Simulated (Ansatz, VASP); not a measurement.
# Cross-check of PtS2 between VASP and Ansatz, part 2 of 2

Aim: how closely do two programs agree when they are given the same cell, functional and k mesh?

VASP 6.6.1 and Ansatz 0.2.0.

So far: Starting point; VASP: band structure, HSE06, spin-orbit coupling.

### 3. Ansatz: band structure, HSE06, spin-orbit coupling

Level of this step: Ansatz beside VASP: Kohn-Sham DFT, plane waves, HSE06, spin-orbit coupling (Ansatz).

Ansatz runs on its fully relativistic PAW (standard-fr) files.

The same cell, functional, mesh and smearing now go to Ansatz, which takes its cutoff from its data sets.

input.yaml

```yaml
crystal:
  lattice:
    - [3.5432, 0.0, 0.0]
    - [-1.7716, 3.0685012107, 0.0]
    - [0.0, 0.0, 5.0388]
  atoms:
    - { symbol: Pt, position: [0.0, 0.0, 0.0] }
    - { symbol: S, position: [0.6666666667, 0.3333333333, 0.7611866065] }
    - { symbol: S, position: [0.3333333333, 0.6666666667, 0.2388133935] }
hamiltonian:
  xc: { exchange: pbe, correlation: pbe, exx: { coeff: 0.25, omega: 0.2 } }
  pseudopotentials: { kind: paw_fr }
magnetization:
  noncollinear: true
  spin_orbit: true
kpoints:
  mp_grid: { grid: [5, 5, 3] }
  band_path:
    path:
      - [0.0, 0.0, 0.0]
      - [0.44444, 0.0, 0.0]
      - [0.38889, 0.22222, 0.0]
      - [0.33333, 0.33333, 0.0]
      - [0.18519, 0.18519, 0.0]
      - [0.0, 0.0, 0.11111]
      - [0.0, 0.0, 0.5]
      - [0.44444, 0.0, 0.5]
      - [0.38889, 0.22222, 0.5]
      - [0.18519, 0.18519, 0.5]
      - [0.5, 0.0, 0.38889]
      - [0.33333, 0.33333, 0.0]
      - [0.33333, 0.33333, 0.5]
    npoints: 1
scf:
  occupations: { method: gaussian, width: 0.03 }
  n_extra_bands: 14
output:
  forces: true
  stress: true
  eigenvalues: true
```

Command:

```bash
$ ansatz run input.yaml --threads 4 --pin off --max-ram 9216MiB --backend cpu --events-out ev --progress --plain --runs-dir out
```

Numbers of over 12 decimals in the logs are rounded to 6 here.

Output:

```text
Warning: output.stress: scf.convergence.dr2_threshold = 1e-7 eV (the SCF's general default) is looser than the 3e-10 eV advised for a printed stress (1e-10 eV for each atom of the cell: 3). What an SCF threshold leaves in a stress goes as its square root, and in the free energy as the threshold itself, and one threshold admits the most on a small cell: [figures from the program's tests cut] Set scf.convergence.dr2_threshold to 3e-10 eV or tighter. The threshold is an SCF's pass mark: one that does not reach it within its budget of iterations ends unconverged, or closes short of it on a stop that the run arms, and scf.convergence.dr2_threshold's page says what that costs each kind of run
Warning: output.stress: scf.exx.energy_threshold = 1e-6 eV is looser than the 3e-8 eV advised for a stress under a hybrid functional (1e-8 eV for each atom of the cell: 3). Every SCF of the exchange loop can meet its threshold on dr2 while the loop round them stops early: no threshold on dr2 bounds what that leaves in the stress. Set scf.exx.energy_threshold to 3e-8 eV or tighter. The threshold is the loop's pass mark: a loop that does not reach it within its budget of cycles ends unconverged, and scf.exx.energy_threshold's page has the law
scf.n_extra_bands = 14 over 30 filled bands (N_el = 30.0): the run solves 44 bands
Engine: ansatz 0.2.0, x86_64-unknown-linux-gnu
Pseudopotentials: kind: paw_fr
Pseudopotential: Pt, paw_fr, valence charge 18, recommended cutoff 420 eV (normal), Pt.paw.azcp#standard-fr
Pseudopotential: S, paw_fr, valence charge 6, recommended cutoff 420 eV (normal), S.paw.azcp#standard-fr
Functional definition: unnamed
  parameter a_1 = 0.25
  parameter omega_1 = 0.2/angstrom
  exchange = pbe_x + (-a_1)*pbe_x_sr(omega_1) + a_1*exact_x_sr(omega_1)
  correlation = pbe_c
non-collinear run that drives no moment, with spin-orbit: no starting moment large enough to seed its density (crystal.atoms[].spin), no starting occupations that ask for one, no magnetisation constraint and no magnetic field, so the semilocal B_xc is pinned to zero
Crystal: 3 atoms, lattice volume = 54.783 Å³
Basis set: ecut = 420 eV, 1043 PW (Γ), exchange–correlation on 48×48×72 points (8 copies of the dense FFT grid, shifted against one another)
Bands: 44, of which v1, the nominal top of the filled ones, is band 30 counted from 1 (29 counted from 0)
Symmetry: 12 space group operations + 12 with time reversal
Magnetic group: BNS 164.86 (UNI 1316), of the structure as read, at distance tolerance 3.8e-5 Å
k-points: 12 of 75
Projection manifold: j_resolved (fully-relativistic pseudo-atomic orbitals)
Non-local potential: Pt, projectors of the file, l = 0: 3, l = 1: 4, l = 2: 4, l = 3: 2
Non-local potential: S, projectors of the file, l = 0: 2, l = 1: 4, l = 2: 4
PAW form: soft (Blöchl's): semilocal exchange-correlation on the pseudo side does not see the compensation charge
PAW frozen core: Pt, regenerated for the run's functional, and the local potential with it (the file was generated under x = pbe(κ = 0.804, μ = 0.219515), c = pbe(β = 0.066725))
PAW frozen core: S, regenerated for the run's functional, and the local potential with it (the file was generated under x = pbe(κ = 0.804, μ = 0.219515), c = pbe(β = 0.066725))
PAW one-centre angular grid: Pt, 590 points (default); XC on 96 Gauss nodes
PAW one-centre angular grid: S, 110 points (default); XC on 64 Gauss nodes
Initial density: superposition of atomic densities (chi_scale 0.1, normalization cell, long waves kept (reshape's long-wave potential 0.01 eV rms))
Initial wavefunctions: pseudopotential atomic-orbital guess
Functional: x = pbe(κ = 0.804, μ = 0.219515), c = pbe(β = 0.066725), warm-up for x = pbe(κ = 0.804, μ = 0.219515) + 0.25 (exact − pbe) at short range (hse, ω = 0.2 Å⁻¹), c = pbe(β = 0.066725)
SCF iter   1: F=—  HF=-14363.425644 eV  |F-HF|=—  |Δ(HF+E_count)|=         —  Δρ=8.37e-2  dr2=3.33e0  dr2_m=0.00e0 (ungated)  ethr=1.00e-1  |M|=0.00e0 ∫|m|=0.00e0 μB  |m|>n=0.0e0 m-floor=0.0e0 τ_xc=0.0e0  β_m=0.30  ⟨swp⟩=5.4  Hψ=1885  notcnv=0
preconditioner: auto → none  [insulator: Δε(μ)=1.311 eV  Ē_g=11.776 eV  σ=0.030 eV  W_gap=1.00  n_scr=20 (ndim 8)  ℏωp=23.5 eV  f_vac=0.003  D(μ)=0.00/eV (n_scr^D=0)]
SCF iter   2: F=—  HF=-14362.933041 eV  |F-HF|=—  |Δ(HF+E_count)|=   4.93e-1  Δρ=3.84e-2  dr2=6.88e-1  dr2_m=0.00e0 (ungated)  ethr=1.11e-2  |M|=0.00e0 ∫|m|=0.00e0 μB  |m|>n=0.0e0 m-floor=0.0e0 τ_xc=0.0e0  β_m=0.27  ⟨swp⟩=3.2  Hψ=1296  notcnv=0
SCF iter   3: F=—  HF=-14362.828672 eV  |F-HF|=—  |Δ(HF+E_count)|=   1.04e-1  Δρ=3.00e-2  dr2=1.40e-1  dr2_m=0.00e0 (ungated)  ethr=2.29e-3  |M|=0.00e0 ∫|m|=0.00e0 μB  |m|>n=0.0e0 m-floor=0.0e0 τ_xc=0.0e0  β_m=0.46  ⟨swp⟩=3.0  Hψ=1197  notcnv=0
iter 4 solved again at ethr=2.69e-5 eV; its pass at ethr=4.67e-4 eV (dr2=8.07e-3 eV) is discarded
SCF iter   4: F=—  HF=-14362.815996 eV  |F-HF|=—  |Δ(HF+E_count)|=   1.27e-2  Δρ=6.69e-3  dr2=7.97e-3  dr2_m=0.00e0 (ungated)  ethr=2.69e-5  |M|=0.00e0 ∫|m|=0.00e0 μB  |m|>n=0.0e0 m-floor=0.0e0 τ_xc=0.0e0  β_m=0.48  ⟨swp⟩=4.0  Hψ=2164  notcnv=0  defer=16
[...]
SCF iter   3: F=—  HF=-14343.187558 eV  |F-HF|=—  |Δ(HF+E_count)|=   1.36e-2  Δρ=2.31e-3  dr2=2.47e-3  dr2_m=0.00e0 (ungated)  ethr=2.86e-6  |M|=0.00e0 ∫|m|=0.00e0 μB  |m|>n=0.0e0 m-floor=0.0e0 τ_xc=0.0e0  β_m=0.58  ⟨swp⟩=4.0  Hψ=1492  notcnv=0
SCF iter   4: F=—  HF=-14343.187000 eV  |F-HF|=—  |Δ(HF+E_count)|=   5.58e-4  Δρ=2.60e-4  dr2=1.38e-4  dr2_m=0.00e0 (ungated)  ethr=2.86e-6  |M|=0.00e0 ∫|m|=0.00e0 μB  |m|>n=0.0e0 m-floor=0.0e0 τ_xc=0.0e0  β_m=0.63  ⟨swp⟩=3.0  Hψ=1020  notcnv=0
SCF iter   5: F=—  HF=-14343.187542 eV  |F-HF|=—  |Δ(HF+E_count)|=   5.42e-4  Δρ=4.72e-4  dr2=1.33e-4  dr2_m=0.00e0 (ungated)  ethr=1.06e-7  |M|=0.00e0 ∫|m|=0.00e0 μB  |m|>n=0.0e0 m-floor=0.0e0 τ_xc=0.0e0  β_m=0.63  ⟨swp⟩=4.0  Hψ=1365  notcnv=0
SCF iter   6: F=-14343.187511 eV  HF=-14343.187511 eV  |F-HF|=1.76e-7  |Δ(HF+E_count)|=   3.06e-5  Δρ=2.24e-5  dr2=2.78e-6  dr2_m=0.00e0 (ungated)  ethr=1.06e-7  |M|=0.00e0 ∫|m|=0.00e0 μB  |m|>n=0.0e0 m-floor=0.0e0 τ_xc=0.0e0  ⟨swp⟩=3.0  Hψ=1133  notcnv=0
SCF 2 stopped early in 6 iterations: F = -14343.187511 eV  dr2 = 2.78e-6
  Residual-converged pass: ⟨swp⟩=3.6  Hψ=1260  notcnv=0  max |occ|·‖R‖ = 6.6e-6 eV (tolerance 6.7e-6 eV)  dr2=2.79e-6  dr2_m=0.00e0 (ungated)  dr2_onsite=1.38e-8  max |Δocc| = 0.0e0
hybrid outer 1: dexx = +1.654e-2 eV, tail = 4.21e-5 eV
Projection manifold: j_resolved (fully-relativistic pseudo-atomic orbitals)
Exchange kernel: α = 0.2500, screened, ω = 0.2000 Å⁻¹, Wigner–Seitz truncation, v(0) = 1115.1509 eV·Å³, q-mesh 5×5×3, nearest image of the exchange supercell L = 15.12 Å, pair-density grid 15×15×24, without the augmentation charges, whose exchange is taken in its separable form by FFT convolution over the k-point mesh (sized by the pseudopotential files, 24×24×36 at the most), smooth part of the exact exchange by density-matrix convolution
Frozen-core exchange: fock
SCF iter   1: F=—  HF=-14343.187583 eV  |F-HF|=—  |Δ(HF+E_count)|=         —  Δρ=1.15e-4  dr2=2.18e-6  dr2_m=0.00e0 (ungated)  ethr=7.02e-7  |M|=0.00e0 ∫|m|=0.00e0 μB  |m|>n=0.0e0 m-floor=0.0e0 τ_xc=0.0e0  β_m=0.30  ⟨swp⟩=5.6  Hψ=1436  notcnv=0
preconditioner: auto → none  [insulator: Δε(μ)=1.662 eV  Ē_g=13.664 eV  σ=0.030 eV  W_gap=1.00  n_scr=20 (ndim 8)  ℏωp=23.5 eV  f_vac=0.017  D(μ)=0.00/eV (n_scr^D=0)]
SCF iter   2: F=—  HF=-14343.187583 eV  |F-HF|=—  |Δ(HF+E_count)|=   4.17e-7  Δρ=4.07e-5  dr2=3.01e-7  dr2_m=0.00e0 (ungated)  ethr=5.21e-9  |M|=0.00e0 ∫|m|=0.00e0 μB  |m|>n=0.0e0 m-floor=0.0e0 τ_xc=0.0e0  β_m=0.59  ⟨swp⟩=3.0  Hψ=1083  notcnv=0
SCF iter   3: F=—  HF=-14343.187584 eV  |F-HF|=—  |Δ(HF+E_count)|=   8.34e-7  Δρ=1.63e-5  dr2=7.82e-8  dr2_m=0.00e0 (ungated)  ethr=5.35e-10  |M|=0.00e0 ∫|m|=0.00e0 μB  |m|>n=0.0e0 m-floor=0.0e0 τ_xc=0.0e0  β_m=0.59  ⟨swp⟩=3.9  Hψ=1258  notcnv=0  defer=2
SCF iter   4: F=—  HF=-14343.187584 eV  |F-HF|=—  |Δ(HF+E_count)|=   1.49e-8  Δρ=3.41e-6  dr2=6.56e-9  dr2_m=0.00e0 (ungated)  ethr=2.22e-10  |M|=0.00e0 ∫|m|=0.00e0 μB  |m|>n=0.0e0 m-floor=0.0e0 τ_xc=0.0e0  β_m=0.76  ⟨swp⟩=2.5  Hψ=970  notcnv=0
SCF iter   5: F=—  HF=-14343.187584 eV  |F-HF|=—  |Δ(HF+E_count)|=   2.73e-8  Δρ=2.69e-6  dr2=2.64e-9  dr2_m=0.00e0 (ungated)  ethr=6.36e-12  |M|=0.00e0 ∫|m|=0.00e0 μB  |m|>n=0.0e0 m-floor=0.0e0 τ_xc=0.0e0  β_m=0.76  ⟨swp⟩=4.5  Hψ=1633  notcnv=0  defer=4
SCF iter   6: F=-14343.187584 eV  HF=-14343.187584 eV  |F-HF|=5.46e-12  |Δ(HF+E_count)|=  6.82e-10  Δρ=1.36e-7  dr2=2.58e-10  dr2_m=0.00e0 (ungated)  ethr=6.36e-12  |M|=0.00e0 ∫|m|=0.00e0 μB  |m|>n=0.0e0 m-floor=0.0e0 τ_xc=0.0e0  ⟨swp⟩=2.0  Hψ=893  notcnv=0
SCF 3 converged in 6 iterations: F = -14343.187584 eV  dr2 = 2.58e-10
  Residual-converged pass: ⟨swp⟩=3.0  Hψ=1087  notcnv=0  max |occ|·‖R‖ = 4.9e-7 eV (tolerance 5.4e-7 eV)  dr2=2.56e-10  dr2_m=0.00e0 (ungated)  dr2_onsite=2.81e-13  max |Δocc| = 0.0e0
hybrid outer 2: dexx = +1.512e-6 eV, tail = 3.39e-8 eV, Δε = 2.33e-3 eV (about 6.41e-5 eV left of the loop's levels), ΔF = 3.61e-3 eV/Å (tail 8.67e-4)
NSCF: frozen V_eff on 13 k-points
hybrid SCF converged: 2 outer / 12 inner (+5 warm-up), last move |dexx| = 1.51e-6 eV, tail = 3.39e-8 eV
Magnetization: |M| = 0.0000 μB,  M = (+0.0000, +0.0000, +0.0000) μB
Absolute magnetization: 0.0000 μB (∫|m|)
  site 0: m = (+0.0000, +0.0000, +0.0000) μB, |m| = 0.0000 μB  (R = 0.98 Å)
  site 1: m = (+0.0000, +0.0000, +0.0000) μB, |m| = 0.0000 μB  (R = 0.98 Å)
  site 2: m = (+0.0000, +0.0000, +0.0000) μB, |m| = 0.0000 μB  (R = 0.98 Å)
Free energy (F): -14343.187584 eV
Frozen-core exchange: fock
Harris-Foulkes:  -14343.187584 eV  (|F-HF|=5.46e-12)
Internal energy: -14343.187584 eV  (E = F + TS)
E sigma→0 (E₀):  -14343.187584 eV
Fermi energy:    11.449103 eV
--- Per-component energies (eV) ---
  E_band       = -381.187795
  E_kinetic    = 850.338348
  E_local      = -3057.420587  (includes V_loc(G=0)·N_el)
  E_nonlocal   = 244.159007
  E_hartree    = 1205.571502
  E_xc         = -364.401175
  E_vxc        = -380.368910  (∫ρ·V_xc dr)
  E_exx        = -86.660386  (= α·E_x^exact, valence–valence)
  E_paw        = -10665.365510  (= ΣΔE_a)
  E_vpaw       = -275.718462  (= ΣTr[D̂ρ^β])
  E_aug_tail   = 0.000159  (compensation charges beyond the density's cutoff)
  E_ewald      = -2467.221211
  E_core_change = -2.187731  (= ΣΔE_core)
  E_smearing   = -0.000000  (= −TS)
  E_closure    = -0.000000  (closes the sum)
  Σ components = -14343.187584   (vs F -14343.187584, Δ=0.00e0)
--- Forces (eV/Å), atoms counted from 1 ---
  atom   1  Pt     0.00000000    -0.00000000     0.00000000
  atom   2  S      0.00000000    -0.00000000    -0.00934118
  atom   3  S      0.00000000     0.00000000     0.00934118
  max |Σ_I F_I| component: 3.02e-26 eV/Å
--- Stress (GPa, compression-positive) ---
        1.603739       0.000000       0.000000
        0.000000       1.603739       0.000000
        0.000000       0.000000       2.628529
  P = ⅓ Tr σ = 1.9453 GPa (19.453 kbar)
--- Band table (eV; the first three rows and the last of 12) ---
  k-point 0: bands = [... 26 lower, 9.4679, 9.4679, 10.6185, 10.6185, 13.2626, 13.2626, 13.6011, 13.6011, ... 10 higher]
  k-point 1: bands = [... 26 lower, 9.2634, 9.2634, 9.4951, 9.4951, 13.7403, 13.7403, 14.0719, 14.0719, ... 10 higher]
  k-point 2: bands = [... 26 lower, 9.1096, 9.1096, 10.0559, 10.0559, 12.7560, 12.7560, 13.4252, 13.4252, ... 10 higher]
  k-point 11: bands = [... 26 lower, 7.9434, 7.9434, 8.6331, 8.6331, 12.7845, 12.7845, 13.6063, 13.6063, ... 10 higher]
```

Wall time 1.9 min (4 threads of Intel Xeon Platinum 8488C (Sapphire Rapids), shared host); peak memory 1.4 GiB.

### 4. Differences

Known differences besides the PAW data sets themselves: spin-orbit coupling enters by fully relativistic files in Ansatz and inside the spheres in VASP; exact exchange at q = 0 is treated differently, which shows on coarse meshes; VASP keeps PBE cores, Ansatz makes them for the functional; the data sets hold 30 valence electrons in Ansatz (fully relativistic PAW (standard-fr) files) and 22 in VASP; the cutoff is 420 eV in Ansatz and 350 eV in VASP; VASP takes a coarser grid for exact exchange (PRECFOCK = Fast). Total energies have different zeros and are not compared.

Compared:

| quantity | Ansatz | VASP | difference |
| --- | --- | --- | --- |
| gap over the path points (eV) | 1.392 | 1.346 | +0.045 |

Levels at points of the path, from each program's valence-band top (eV; 8 filled, then empty):

| k (reciprocal lattice) | Ansatz | VASP |
| --- | --- | --- |
| 0.000 0.000 0.000 | -2.57 -2.57 -1.41 -1.41 -1.15 -1.15 0.00 0.00 2.64 2.64 2.98 2.98 5.27 5.27 | -2.61 -2.61 -1.39 -1.39 -1.15 -1.15 0.00 0.00 2.59 2.59 2.94 2.94 5.30 5.30 |
| 0.444 0.000 0.000 | -3.90 -3.90 -3.66 -3.66 -3.21 -3.21 -2.59 -2.59 2.27 2.27 3.41 3.41 6.37 6.37 | -3.91 -3.91 -3.67 -3.67 -3.23 -3.23 -2.62 -2.62 2.23 2.23 3.36 3.36 6.36 6.36 |
| 0.389 0.222 0.000 | -4.29 -4.29 -3.37 -3.37 -2.59 -2.59 -1.65 -1.65 1.67 1.67 1.92 1.92 6.29 6.29 | -4.31 -4.31 -3.37 -3.37 -2.62 -2.62 -1.68 -1.68 1.62 1.62 1.89 1.89 6.27 6.27 |
| 0.333 0.333 0.000 | -4.53 -4.53 -3.11 -3.11 -2.05 -2.05 -1.87 -1.87 1.39 1.39 1.61 1.61 6.19 6.19 | -4.54 -4.54 -3.10 -3.10 -2.09 -2.09 -1.90 -1.90 1.35 1.35 1.58 1.58 6.17 6.17 |
| 0.185 0.185 0.000 | -3.98 -3.98 -2.80 -2.80 -2.48 -2.48 -0.60 -0.60 1.75 1.75 2.75 2.75 6.88 6.88 | -4.01 -4.01 -2.82 -2.82 -2.51 -2.51 -0.63 -0.63 1.71 1.71 2.72 2.72 6.89 6.89 |
| 0.000 0.000 0.111 | -2.59 -2.59 -1.44 -1.44 -1.18 -1.18 -0.19 -0.19 2.72 2.72 3.05 3.05 5.34 5.34 | -2.63 -2.63 -1.42 -1.42 -1.19 -1.19 -0.19 -0.19 2.66 2.66 3.01 3.01 5.37 5.37 |
| 0.000 0.000 0.500 | -2.94 -2.94 -1.64 -1.64 -1.45 -1.45 -1.42 -1.42 3.29 3.29 3.63 3.63 6.12 6.12 | -2.93 -2.93 -1.62 -1.62 -1.50 -1.50 -1.42 -1.42 3.23 3.23 3.58 3.58 6.18 6.18 |
| 0.444 0.000 0.500 | -3.92 -3.92 -3.22 -3.22 -2.98 -2.98 -1.55 -1.55 2.40 2.40 2.94 2.94 6.04 6.04 | -3.93 -3.93 -3.24 -3.24 -2.98 -2.98 -1.57 -1.57 2.35 2.35 2.90 2.90 6.04 6.04 |
| 0.389 0.222 0.500 | -4.25 -4.25 -3.89 -3.89 -2.52 -2.52 -2.35 -2.35 2.56 2.56 3.18 3.18 7.48 7.48 | -4.27 -4.27 -3.90 -3.90 -2.54 -2.54 -2.38 -2.38 2.52 2.52 3.15 3.15 7.48 7.48 |
| 0.185 0.185 0.500 | -3.84 -3.84 -2.27 -2.27 -1.81 -1.81 -1.54 -1.54 1.79 1.79 2.37 2.37 7.40 7.40 | -3.87 -3.87 -2.29 -2.29 -1.83 -1.83 -1.56 -1.56 1.75 1.75 2.33 2.33 7.39 7.39 |

Among the levels compared (up to four filled and three empty ones at each point), filled levels agree within 52 meV and empty ones within 61 meV.

### 5. Results

```json
{"difference in gap over the path points (band structure, HSE06, spin-orbit coupling)": "0.045 eV"}
```

The difference in gap over the path points is 0.045 eV (band structure, HSE06, spin-orbit coupling), within the 0.08 eV picked in this series as the mark of a large difference. Differences of this kind measure data sets and numerical settings, not the functional's error against experiment.

[Lines on the potential files, build, host, timing and source positions are cut from VASP's logs without a mark.]

[Logs are printed without paths, hosts, clocks, repeated set-up lines and the standing remarks that a program may print on its own settings, such as how far it seeks lower states.]

[Hosts, paths, dates, database ids (printed as entryN), source tags and the programs' standing remarks are cut or masked in the printed files.]
